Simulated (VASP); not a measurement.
AlN: band gap against strain

AlN (wurtzite, P6_3mc, 10.387 Å³/atom and stress up to 0.06 GPa in the relaxed cell, c along z) under an equal strain ε along all three axes. r2SCAN in VASP (plane waves, PAW), 600 eV, 12×12×6 Γ-centred mesh, Gaussian smearing 0.05 eV; ions are relaxed, or left where forces stay under 0.02 eV/Å, within the symmetry of each cell. Gaps are the smallest on the run's k-mesh, which can miss an edge that lies off it, without spin-orbit coupling; in all rows the valence edge lies at Γ and the conduction edge at Γ.

Here s stands for strain and Eg for gap.

```
strain (%)  gap (eV)
----------  --------
0.00           4.929
0.50           4.795
1.00           4.660
1.50           4.527
3.00               ?
```

Fit Eg of the 4 rows that show it with a straight line. Means: s 0.75000, Eg 4.7278. About the means, the sum of products is -0.33525 and the sum of squares of s is 1.2500; the slope is their ratio. Least squares gives Eg = 4.9289 - 0.26820·s. Residuals (row less fit): 0.0001, 0.0002, -0.0007, 0.0004; standard error 0.0006 (degrees of freedom: 2). Over these rows the gap moves by -26.82 ± 0.05 eV per unit strain, or -8.9 eV per unit of ln V.

Q: Predict the withheld Eg at s = 3.00 from the fit, and compare with the calculation.

A: Eg = 4.9289 - 0.26820 × 3.0 = 4.1243 eV. The calculation gives 4.138 eV, 0.0137 eV above the prediction (1.7 % of the range of Eg in the table). The row lies outside the fitted rows, so this is an extrapolation. The scatter of the fitted rows lies at the last printed digit.

A polynomial of degree 2 through the 6 other runs of the series gives 4.138 there, so most of the miss is curvature that the fit leaves out. Rows are the converged runs of the series near zero and its far end; series whose fitted rows scatter by over a few per cent of the range, as at a crossing or softening among them, aren't shown in this form, nor equations of state whose B0' disagrees with the runs' pressures. Most that stay on the fit to the last digits aren't either.
